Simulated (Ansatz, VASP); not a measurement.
**LiPb: VASP beside Ansatz**

One calculation is typed for both programs; each brings its own data sets. How far apart do they land? The cell is taken from a series of runs on this material, whose earlier steps may have relaxed, scaled, displaced or heated it; both programs get it as it stands.

Program: Ansatz 0.2.0. Level of theory: plane waves, with VASP 6.6.1 beside it; relaxation of cell and atoms at PBEsol and zone-centre phonons at PBEsol. Results are calculated unless marked as measured.

## 1. The starting structure

It takes space group Pm-3m (No. 221, cubic). The conventional cell has a = 3.522 Å, b = 3.522 Å, c = 3.522 Å, α = 90.00°, β = 90.00°, γ = 90.00°. Li has 8 Pb at 3.05 Å nearest. Nearest to Pb lie 8 Li at 3.05 Å. Farther neighbours are not listed.

## 2. VASP: relaxation of cell and atoms, PBEsol

The relaxed volume is the usual yardstick between codes: in a stiff, nearly cubic crystal its relative difference is about their pressure difference at one cell divided by the bulk modulus.

Lines of VASP's logs that name or quote its potential files are left out, and so is its time.

INCAR reads:

```
SYSTEM = LiPb
PREC = Accurate
ENCUT = 750
EDIFF = 1E-07
NELM = 120
ISMEAR = 0
SIGMA = 0.1
LREAL = .FALSE.
ALGO = Normal
GGA = PS
NBANDS = 14
LORBIT = 11
LWAVE = .FALSE.
LCHARG = .FALSE.
ISIF = 3
IBRION = 2
NSW = 80
EDIFFG = -0.005
LASPH = .TRUE.
GGA_COMPAT = .FALSE.
NELMIN = 4
KPAR = 2
```

POSCAR reads:

```
LiPb
1.0
    3.5220000000      0.0000000000      0.0000000000
    0.0000000000      3.5220000000      0.0000000000
    0.0000000000      0.0000000000      3.5220000000
Li Pb
1 1
Direct
    0.5000000000      0.5000000000      0.5000000000
    0.0000000000      0.0000000000      0.0000000000
```

KPOINTS reads:

```
Automatic mesh
0
Gamma
8 8 8
0 0 0
```

The projector-augmented-wave data sets are Li_sv and Pb_d (PBE family, release 64).

Command:

```console
$ mpirun -np 2 vasp_std
```

Numbers of over 12 decimals in the logs are rounded to 6 here.

Output:

```text
[banner, memory and clock lines left out]
running    2 mpi-ranks, on    1 nodes
 distrk:  each k-point on    1 cores,    2 groups
 distr:  one band on    1 cores,    1 groups

 POSCAR found type information on POSCAR LiPb
 POSCAR found :  2 types and       2 ions
|                                                                             |
|               ----> ADVICE to this user running VASP <----                  |
|                                                                             |
|     You enforced a specific xc type in the INCAR file but a different       |
|     [... a line on the potential file left out ...]
|     I HOPE YOU KNOW WHAT YOU ARE DOING!                                     |
|                                                                             |

 LDA part: xc-table for (Slater+PW92), standard interpolation
 POSCAR, INCAR and KPOINTS ok, starting setup
 FFT: planning ... GRIDC
 FFT: planning ... GRID_SOFT
 FFT: planning ... GRID
 WAVECAR not read
 entering main loop
       N       E                     dE             d eps       ncg     rms          rms(c)
DAV:   1     0.145031417735E+03    0.14503E+03   -0.97155E+03   980   0.168E+03
DAV:   2     0.325287032990E+01   -0.14178E+03   -0.13767E+03  1022   0.382E+02
DAV:   3    -0.616242325136E+01   -0.94153E+01   -0.92550E+01  1796   0.900E+01
DAV:   4    -0.657761685225E+01   -0.41519E+00   -0.41118E+00  1270   0.132E+01
DAV:   5    -0.659671735257E+01   -0.19101E-01   -0.19072E-01  1548   0.263E+00    0.127E+00
DAV:   6    -0.654627212613E+01    0.50445E-01   -0.75280E-02  1190   0.454E+00    0.602E-01
DAV:   7    -0.653449315796E+01    0.11779E-01   -0.25332E-02  1298   0.232E+00    0.169E-01
DAV:   8    -0.653344168292E+01    0.10515E-02   -0.16312E-03  1442   0.598E-01    0.181E-02
DAV:   9    -0.653345219929E+01   -0.10516E-04   -0.16453E-04  1290   0.118E-01    0.161E-02
DAV:  10    -0.653345017919E+01    0.20201E-05   -0.47959E-06  1312   0.211E-02    0.607E-03
DAV:  11    -0.653345069842E+01   -0.51923E-06   -0.98728E-07  1228   0.148E-02    0.261E-04
DAV:  12    -0.653345069672E+01    0.16967E-08   -0.76768E-08   956   0.206E-03
   1 F= -.65334507E+01 E0= -.65298226E+01  d E =-.653345E+01
 curvature:   0.00 expect dE= 0.000E+00 dE for cont linesearch  0.000E+00
 trial: gam= 0.00000 g(F)=  0.000E+00 g(S)=  0.475E-03 ort = 0.000E+00 (trialstep = 0.100E+01)
 search vector abs. value=  0.475E-03
 bond charge predicted
       N       E                     dE             d eps       ncg     rms          rms(c)
DAV:   1    -0.653993701325E+01   -0.64863E-02   -0.17479E-01  1190   0.746E+00    0.410E-01
DAV:   2    -0.653452689089E+01    0.54101E-02   -0.10934E-02  1238   0.192E+00    0.156E-01
DAV:   3    -0.653376597975E+01    0.76091E-03   -0.29949E-03  1256   0.923E-01    0.274E-02
DAV:   4    -0.653376219266E+01    0.37871E-05   -0.97912E-05  1160   0.102E-01    0.808E-03
DAV:   5    -0.653376506526E+01   -0.28726E-05   -0.17218E-05  1368   0.568E-02    0.569E-03
DAV:   6    -0.653376423850E+01    0.82676E-06   -0.22204E-06  1238   0.260E-02    0.735E-04
DAV:   7    -0.653376443620E+01   -0.19769E-06   -0.95126E-08   846   0.281E-03    0.206E-04
DAV:   8    -0.653376444934E+01   -0.13150E-07   -0.10605E-08   544   0.177E-03
   2 F= -.65337644E+01 E0= -.65301459E+01  d E =-.313753E-03
 trial-energy change:   -0.000314  1 .order   -0.000313   -0.000475   -0.000150
 step:   1.4455(harm=  1.4598)  dis= 0.00000  next Energy=    -6.533798 (dE=-0.347E-03)
 bond charge predicted
       N       E                     dE             d eps       ncg     rms          rms(c)
DAV:   1    -0.653502416504E+01   -0.12597E-02   -0.34831E-02  1184   0.334E+00    0.183E-01
DAV:   2    -0.653394797608E+01    0.10762E-02   -0.21706E-03  1250   0.853E-01    0.694E-02
DAV:   3    -0.653379652564E+01    0.15145E-03   -0.59861E-04  1262   0.413E-01    0.122E-02
DAV:   4    -0.653379699803E+01   -0.47239E-06   -0.19716E-05  1192   0.465E-02    0.361E-03
DAV:   5    -0.653379789249E+01   -0.89446E-06   -0.34858E-06  1344   0.259E-02    0.256E-03
DAV:   6    -0.653379765742E+01    0.23507E-06   -0.44885E-07   980   0.118E-02    0.328E-04
DAV:   7    -0.653379775478E+01   -0.97364E-07   -0.19116E-08   556   0.137E-03
   3 F= -.65337978E+01 E0= -.65301829E+01  d E =-.347058E-03
 curvature:  -0.73 expect dE=-0.309E-07 dE for cont linesearch -0.309E-07
 trial: gam= 0.00000 g(F)=  0.309E-65 g(S)=  0.424E-07 ort =-0.449E-05 (trialstep = 0.109E+01)
 search vector abs. value=  0.425E-07
 reached required accuracy - stopping structural energy minimisation
```

Parts of OUTCAR (step 2):

```text
ion  position               nearest neighbor table
   1  0.500  0.500  0.500-   2 3.05   2 3.05   2 3.05   2 3.05   2 3.05   2 3.05   2 3.05   2 3.05

  LATTYP: Found a simple cubic cell.
 ALAT       =     3.5220000000

 Subroutine GETGRP returns: Found 48 space group operations
 (whereof 48 operations were pure point group operations)

The static configuration has the point symmetry O_h .

 Found     35 irreducible k-points:

   k-points           NKPTS =     35   k-points in BZ     NKDIM =     35   number of bands    NBANDS=     14

   dimension x,y,z NGX =    32 NGY =   32 NGZ =   32
   dimension x,y,z NGXF=    64 NGYF=   64 NGZF=   64

   ENCUT  =  750.0 eV  55.12 Ry    7.42 a.u.   7.86  7.86  7.86*2*pi/ulx,y,z

   NELECT =      17.0000    total number of electrons

 k-points in reciprocal lattice and weights: Automatic mesh
   0.00000000  0.00000000  0.00000000       0.002
   0.12500000  0.00000000  0.00000000       0.012
   0.25000000  0.00000000  0.00000000       0.012
   0.37500000  0.00000000  0.00000000       0.012
   0.50000000  0.00000000  0.00000000       0.006
   0.12500000  0.12500000  0.00000000       0.023
   0.25000000  0.12500000  0.00000000       0.047
   0.37500000  0.12500000  0.00000000       0.047
   0.50000000  0.12500000  0.00000000       0.023
[...]
0.50000000  0.50000000  0.37500000       0.012
   0.50000000  0.50000000  0.50000000       0.002

 average (electrostatic) potential at core
       1 -59.6869       2 -91.3461

 E-fermi :   5.5351

 k-point     1 :       0.0000    0.0000    0.0000
  band No.  band energies     occupation
    ...
      3     -11.2294      2.00000
      4     -10.9646      2.00000
      5     -10.9646      2.00000
      6     -10.9646      2.00000
      7      -5.0138      2.00000
      8       7.9143      0.00000
      9       7.9143      0.00000
     10       7.9143      0.00000
     11      11.2604      0.00000
     12      12.1260      0.00000
    ...

 k-point     2 :       0.1250    0.0000    0.0000
  band No.  band energies     occupation
    ...
      3     -11.1951      2.00000
      4     -10.9769      2.00000
      5     -10.9769      2.00000
      6     -10.9635      2.00000
      7      -4.8558      2.00000
      8       6.3788      0.00000
      9       8.1333      0.00000
     10       8.1333      0.00000
     11      11.4702      0.00000
     12      12.2586      0.00000
    ...

 k-point     3 :       0.2500    0.0000    0.0000
  band No.  band energies     occupation
    ...
      4     -11.0066      2.00000
      5     -11.0066      2.00000
      6     -10.9609      2.00000
      7      -4.4048      2.00000
      8       4.1231      2.00000
      9       8.7619      0.00000
     10       8.7619      0.00000
     11      11.5600      0.00000
     12      12.6556      0.00000
     13      15.7739      0.00000
    ...

  Total        0.0007655      0.0007655      0.0007655      0.0000000     -0.0000000      0.0000000
  in kB        0.0283107      0.0283107      0.0283107      0.0000000     -0.0000000      0.0000000
  external PRESSURE =       0.0283107 kB  Pullay stress =       0.0000000 kB

  energy-cutoff  :      750.00
  volume of cell :       43.32
      direct lattice vectors                 reciprocal lattice vectors
     3.512046564 -0.000000000  0.000000000     0.284734266  0.000000000  0.000000000
    -0.000000000  3.512046564  0.000000000     0.000000000  0.284734266  0.000000000
    -0.000000000 -0.000000000  3.512046564    -0.000000000 -0.000000000  0.284734266

 POSITION                                       TOTAL-FORCE (eV/Angst)
 -----------------------------------------------------------------------------------
      1.75602      1.75602      1.75602        -0.000000     -0.000000      0.000000
      0.00000      0.00000      0.00000         0.000000      0.000000      0.000000
 -----------------------------------------------------------------------------------
    total drift:                                0.000000      0.000000     -0.000000

  FREE ENERGIE OF THE ION-ELECTRON SYSTEM (eV)
  ---------------------------------------------------
  free  energy   TOTEN  =        -6.5337977548 eV

  energy  without entropy=       -6.5265681061  energy(sigma->0) =       -6.53018293

 reached required accuracy - stopping structural energy minimisation

 total charge
# of ion       s       p       d       tot
------------------------------------------
    1        2.022   0.056   0.000   2.078
    2        1.337   0.892   9.794  12.023
--------------------------------------------------
tot          3.359   0.947   9.794  14.101

[... 3 further parts left out ...]
```

CONTCAR:

```
LiPb
   1.00000000000000
     3.5120465635786529   -0.0000000000000000    0.0000000000000000
    -0.0000000000000000    3.5120465635786529    0.0000000000000000
    -0.0000000000000000   -0.0000000000000000    3.5120465635786529
  Li              Pb
     1     1
Direct
     0.5000000000000000    0.5000000000000000    0.5000000000000000
     0.0000000000000000    0.0000000000000000    0.0000000000000000
```

## 3. Ansatz: relaxation of cell and atoms, PBEsol

Ansatz runs on its PAW soft_1 files.

The same cell, functional, mesh and smearing now go to Ansatz, which takes its cutoff from its data sets.

input.yaml reads:

```yaml
crystal:
  lattice:
    - [3.522, 0.0, 0.0]
    - [0.0, 3.522, 0.0]
    - [0.0, 0.0, 3.522]
  atoms:
    - { symbol: Li, position: [0.5, 0.5, 0.5] }
    - { symbol: Pb, position: [0.0, 0.0, 0.0] }
kpoints:
  mp_grid: { grid: [8, 8, 8] }
hamiltonian:
  xc: pbesol
  pseudopotentials: { kind: paw, azcp: { folder: soft_1 }, xc_functional: pbe }
scf:
  occupations: { method: gaussian, width: 0.1 }
output:
  forces: true
  stress: true
  eigenvalues: true
relax:
  adjacent_minimum: "off"
  f_tol: 0.005
  max_steps: 80
  cell: { stress_tol: 0.05 }
```

Command:

```console
$ ansatz run input.yaml --threads 4 --pin off --max-ram 12288MiB --backend cpu --events-out ev --progress --plain --runs-dir out
```

Output:

```text
Engine: ansatz 0.2.0, aarch64-unknown-linux-gnu
Pseudopotentials: kind: paw
Pseudopotential: Li, paw, valence charge 3, recommended cutoff 420 eV (normal), soft_1/Li.paw.azcp
Pseudopotential: Pb, paw, valence charge 14, recommended cutoff 420 eV (normal), soft_1/Pb.paw.azcp
Functional definition: PBEsol
  exchange = pbesol_x
  correlation = pbesol_c
Crystal: 2 atoms, lattice volume = 43.689 Å³
Basis set: ecut = 420 eV, 847 PW (Γ), exchange–correlation on 48×48×48 points (8 copies of the dense FFT grid, shifted against one another)
Bands: 13, of which v1, the nominal top of the filled ones, is band 9 counted from 1 (8 counted from 0)
Symmetry: 48 space group operations
Space group: Pm-3m (ITA 221), of the structure as read, at distance tolerance 3.5e-5 Å
k-points: 35 of 512
Non-local potential: Li, projectors of the file, l = 0: 3, l = 1: 2, l = 2: 1
Non-local potential: Pb, projectors of the file, l = 0: 2, l = 1: 2, l = 2: 2, l = 3: 1
PAW form: soft (Blöchl's): semilocal exchange-correlation on the pseudo side does not see the compensation charge
PAW frozen core: Pb, regenerated for the run's functional, and the local potential with it (the file was generated under x = pbe(κ = 0.804, μ = 0.219515), c = pbe(β = 0.066725))
PAW one-centre angular grid: Li, 110 points (default); XC on 64 Gauss nodes
PAW one-centre angular grid: Pb, 590 points (default); XC on 64 Gauss nodes
Initial density: superposition of atomic densities (chi_scale 0.1, normalization cell, long waves kept (reshape's long-wave potential 0.00 eV rms))
Initial wavefunctions: pseudopotential atomic-orbital guess
Functional: x = pbesol(κ = 0.804, μ = 0.123457), c = pbesol(β = 0.046)
SCF iter   1: F=—  HF=-11960.896347 eV  |F-HF|=—  |Δ(HF+E_count)|=         —  Δρ=2.38e-2  dr2=3.66e-1  ethr=3.10e-3  ⟨swp⟩=6.1  Hψ=2797  notcnv=0
preconditioner: auto → none  [insulator: Δε(μ)=0.101 eV  Ē_g=17.010 eV  σ=0.100 eV  W_gap=0.52  n_scr=6 (ndim 8)  ℏωp=21.8 eV  f_vac=0.000  D(μ)=1.21/eV (n_scr^D=6)  ε∞_Penn≈2.6]
SCF iter   2: F=—  HF=-11960.729232 eV  |F-HF|=—  |Δ(HF+E_count)|=   1.67e-1  Δρ=1.05e-2  dr2=2.35e-2  ethr=2.15e-3  ⟨swp⟩=3.9  Hψ=1190  notcnv=0  defer=17
SCF iter   3: F=—  HF=-11960.726083 eV  |F-HF|=—  |Δ(HF+E_count)|=   3.15e-3  Δρ=3.53e-3  dr2=2.38e-3  ethr=1.38e-4  ⟨swp⟩=2.2  Hψ=682  notcnv=0  defer=17
SCF iter   4: F=—  HF=-11960.726823 eV  |F-HF|=—  |Δ(HF+E_count)|=   7.40e-4  Δρ=5.36e-4  dr2=8.75e-5  ethr=1.40e-5  ⟨swp⟩=1.9  Hψ=495  notcnv=0  defer=17
SCF iter   5: F=—  HF=-11960.726878 eV  |F-HF|=—  |Δ(HF+E_count)|=   5.48e-5  Δρ=1.74e-5  dr2=1.93e-7  ethr=5.15e-7  ⟨swp⟩=1.2  Hψ=465  notcnv=0  defer=17
SCF iter   6: F=-11960.726878 eV  HF=-11960.726878 eV  |F-HF|=1.25e-9  |Δ(HF+E_count)|=   6.88e-8  Δρ=4.72e-6  dr2=4.95e-9  ethr=5.88e-10  ⟨swp⟩=8.5  Hψ=2349  notcnv=0
SCF 1 converged in 6 iterations: F = -11960.726878 eV  dr2 = 4.95e-9
  greatest PAW one-centre occupation: 1.000 electrons in one spin orbital (limit 2), on the Li atom at site 0 (counted from 0), in its partial waves of l = 0
relax step   1: F+E_penalty+E_count = -11960.72687805 eV  Δ(F+E_penalty+E_count) = +0.000e0 eV  max|allowed force component| = 2.472e-29 eV/Å  Δτ_max = 0.0000 Å  P = -0.231 GPa  Ω = 43.689 Å³  (6 SCF iters, dr2 threshold 1.00e-7 eV, accepted)
[...]
relax step   2: F+E_penalty+E_count = -11960.72711356 eV  Δ(F+E_penalty+E_count) = -2.355e-4 eV  max|allowed force component| = 3.862e-31 eV/Å  Δτ_max = 0.0000 Å  P = +0.063 GPa  Ω = 43.325 Å³  energy of the carried Pulay correction = +4.330e-5 eV  (4 SCF iters, dr2 threshold 1.33e-7 eV, accepted)
[...]
relax step   3: F+E_penalty+E_count = -11960.72711947 eV  Δ(F+E_penalty+E_count) = -5.904e-6 eV  max|allowed force component| = 1.381e-30 eV/Å  Δτ_max = 0.0000 Å  P = -0.001 GPa  Ω = 43.403 Å³  energy of the carried Pulay correction = +3.398e-5 eV  (3 SCF iters, dr2 threshold 1.00e-8 eV, accepted)
[...]
relax step   4: F+E_penalty+E_count = -11960.72708406 eV  Δ(F+E_penalty+E_count) = +3.540e-5 eV  max|allowed force component| = 1.643e-31 eV/Å  Δτ_max = 0.0000 Å  P = -0.001 GPa  Ω = 43.403 Å³  stress off target by 6.62e-4 GPa  SCF on the basis re-selected at this cell (its energy is not comparable with the rows above)  (4 SCF iters)
basis re-selected at this cell: Δ(F+E_penalty+E_count) = +3.540e-5 eV, ΔP = -0.000 GPa vs the last step (what re-selecting the basis moved, of the pressure what is left beyond the Pulay correction that the steps carried, after the strain that the cell walked since its last selection, with what the two solves' SCF thresholds leave and, on support functions, any second-order correction that the steps lacked; it is no m [...]
SCF converged after 4 iterations
Free energy (F): -11960.727084 eV
Harris-Foulkes:  -11960.727084 eV  (|F-HF|=1.82e-12)
Internal energy: -11960.719852 eV  (E = F + TS)
E sigma→0 (E₀):  -11960.723468 eV
Entropy (-TS):   -0.007232 eV (-3.616 meV/atom)
Fermi energy:    8.395523 eV
--- Per-component energies (eV) ---
  E_band       = -137.093861
  E_kinetic    = 311.021142
  E_local      = -1203.263299  (includes V_loc(G=0)·N_el)
  E_nonlocal   = 287.889343
  E_hartree    = 453.294634
  E_xc         = -212.756316
  E_vxc        = -149.421560  (∫ρ·V_xc dr)
  E_paw        = -10267.328154  (= ΣΔE_a)
  E_vpaw       = -289.908931  (= ΣTr[D̂ρ^β])
  E_aug_tail   = 0.000246  (compensation charges beyond the density's cutoff)
  E_ewald      = -1329.639618
  E_core_change = 0.062170  (= ΣΔE_core)
  E_smearing   = -0.007232  (= −TS)
  E_closure    = 0.000000  (closes the sum)
  Σ components = -11960.727084   (vs F -11960.727084, Δ=0.00e0)
--- Forces (eV/Å), atoms counted from 1 ---
  atom   1  Li    -0.00000000    -0.00000000     0.00000000
  atom   2  Pb    -0.00000000     0.00000000    -0.00000000
  max |Σ_I F_I| component: 7.89e-31 eV/Å
--- Stress (GPa, compression-positive) ---
       -0.000662      -0.000000      -0.000000
       -0.000000      -0.000662       0.000000
       -0.000000       0.000000      -0.000662
  P = ⅓ Tr σ = -0.0007 GPa (-0.007 kbar)
--- Band table (eV; the first three rows and the last of 35) ---
  k-point 0: bands = [... 5 lower, -8.1131, -2.1413, 10.7739, 10.7739, 10.7739, 14.0938, 14.9771, 14.9771]
  k-point 1: bands = [... 5 lower, -8.1120, -1.9835, 9.2384, 10.9925, 10.9925, 14.3083, 15.1096, 16.6056]
  k-point 2: bands = [... 5 lower, -8.1094, -1.5336, 6.9855, 11.6200, 11.6200, 14.4011, 15.5061, 18.6246]
  k-point 34: bands = [... 5 lower, -7.9781, 2.7792, 7.8600, 7.8600, 7.8600, 10.9941, 10.9941, 10.9941]
--- Relaxed structure (3 steps of the walk, 3 accepted, 1 SCFs on fresh bases) ---
  F+E_penalty+E_count = -11960.72708406 eV   max|allowed force component| = 1.643e-31 eV/Å   (the final SCF, on the basis selected at the relaxed cell)
  cell:  # Å, volume = 43.4025 Å³
    - [3.514296, 0, 0]
    - [0, 3.514296, 0]
    - [0, 0, 3.514296]
  atoms:
    - { symbol: Li, position: [0.5, 0.5, 0.5] }
    - { symbol: Pb, position: [0, 0, 0] }
```

## 4. Comparison

Known differences besides the potentials themselves: the cutoff is 420 eV in Ansatz and 750 eV in VASP; Ansatz makes its cores anew for this functional, VASP keeps those of its PBE data sets; Ansatz adds a Pulay correction to the stress that steers its cell, VASP none. Total energies have different zeros and are not compared.

Both answers:

| quantity | Ansatz | VASP | difference |
| --- | --- | --- | --- |
| volume (Å³) | 43.40 | 43.32 | +0.19 % |
| edge a after relaxation, in the typed setting (Å) | 3.514 | 3.512 | +0.07 % |

[end of part 1 of 2]

[Lines on the potential files, build, host, timing and source positions are cut from VASP's logs without a mark.]

[Logs are printed without paths, hosts, clocks, repeated set-up lines and the standing remarks that a program may print on its own settings, such as how far it seeks lower states.]

[Hosts, paths, dates, database ids (printed as entryN), source tags and the programs' standing remarks are cut or masked in the printed files.]
